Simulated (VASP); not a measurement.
Output of a VASP run:

OSZICAR:
```
       N       E                     dE             d eps       ncg     rms          rms(c)
DAV:   1     0.108696187476E+03    0.10870E+03   -0.84865E+03   520   0.120E+03
DAV:   2    -0.683870017788E+00   -0.10938E+03   -0.10562E+03   575   0.287E+02
DAV:   3    -0.494877553722E+01   -0.42649E+01   -0.42564E+01   640   0.595E+01
DAV:   4    -0.498858545898E+01   -0.39810E-01   -0.39806E-01   710   0.510E+00
DAV:   5    -0.498869066832E+01   -0.10521E-03   -0.10521E-03   645   0.257E-01    0.598E+00
DAV:   6    -0.477402847174E+01    0.21466E+00   -0.45864E-01   575   0.912E+00    0.479E+00
DAV:   7    -0.475865083458E+01    0.15378E-01   -0.12496E-01   585   0.263E+00    0.180E+00
DAV:   8    -0.475935723329E+01   -0.70640E-03   -0.11300E-02   540   0.149E+00    0.525E-01
DAV:   9    -0.475967570028E+01   -0.31847E-03   -0.97144E-04   598   0.374E-01    0.127E-01
DAV:  10    -0.475974267643E+01   -0.66976E-04   -0.13033E-04   570   0.117E-01    0.543E-02
DAV:  11    -0.475978392410E+01   -0.41248E-04   -0.81268E-05   533   0.697E-02    0.341E-02
DAV:  12    -0.475978272360E+01    0.12005E-05   -0.33793E-06   636   0.192E-02    0.202E-02
DAV:  13    -0.475978247106E+01    0.25254E-06   -0.75551E-07   560   0.483E-03    0.976E-03
DAV:  14    -0.475978255097E+01   -0.79906E-07   -0.10681E-06   535   0.758E-03    0.583E-03
DAV:  15    -0.475978260007E+01   -0.49104E-07   -0.44234E-08   450   0.214E-03
   1 F= -.54805070E+01 E0= -.54805070E+01  d E =-.458573E-11
```

**OUTCAR**
```
------------------------ aborting loop because EDIFF is reached ----------------------------------------
  Edisp (eV):   -0.72072
  FORCE on cell =-STRESS in cart. coord.  units (eV):
  Direction    XX          YY          ZZ          XY          YZ          ZX
  --------------------------------------------------------------------------------------
  Total       0.54704     0.54704     0.54704     0.00000     0.00000     0.00000
  in kB      13.02452    13.02452    13.02452     0.00000     0.00000     0.00000
  external pressure =       13.02 kB  Pullay stress =        0.00 kB
  volume of cell :       67.29
      direct lattice vectors                 reciprocal lattice vectors
     0.000000000  3.228346160  3.228346160    -0.154878063  0.154878063  0.154878063
     3.228346160  0.000000000  3.228346160     0.154878063 -0.154878063  0.154878063
     3.228346160  3.228346160  0.000000000     0.154878063  0.154878063 -0.154878063
  FREE ENERGIE OF THE ION-ELECTRON SYSTEM (eV)
  ---------------------------------------------------
  free  energy   TOTEN  =        -5.4805069631 eV

  energy  without entropy=       -5.4805069631  energy(sigma->0) =       -5.48050696
```
(Selected blocks of OUTCAR.)

POSCAR:
```
CdTe
1
    0.0000000000     3.2283461595     3.2283461595
    3.2283461595     0.0000000000     3.2283461595
    3.2283461595     3.2283461595     0.0000000000
Cd Te
1 1
Direct
  0.0000000000   0.0000000000   0.0000000000
  0.2500000000   0.2500000000   0.2500000000
```

Question: Write an INCAR and KPOINTS that could have produced this output.

Answer: Several could match; the one computed here: the input of the run itself, PBE GGA with D4 dispersion, plane waves, VASP's PBE PAW potentials (set 64).

**KPOINTS**
```
Automatic mesh
0
Gamma
7 7 7
0 0 0
```

INCAR:
```
ALGO  =  Normal
EDIFF  =  1E-7
ENCUT  =  520
GGA  =  PE
ISIF  =  2
ISMEAR  =  0
IVDW  =  13
LASPH  =  T
LCHARG  =  F
LMAXMIX  =  4
LREAL  =  F
LWAVE  =  F
NELM  =  100
PREC  =  Accurate
SIGMA  =  0.05
SYSTEM  =  CdTe
```

POTCAR, in this order: Cd Te (PBE.64 set). Program: vasp_std.

The compound is CdTe in the zinc blende structure. This cell is one point of a volume scan, at 0.97 of the reference volume.
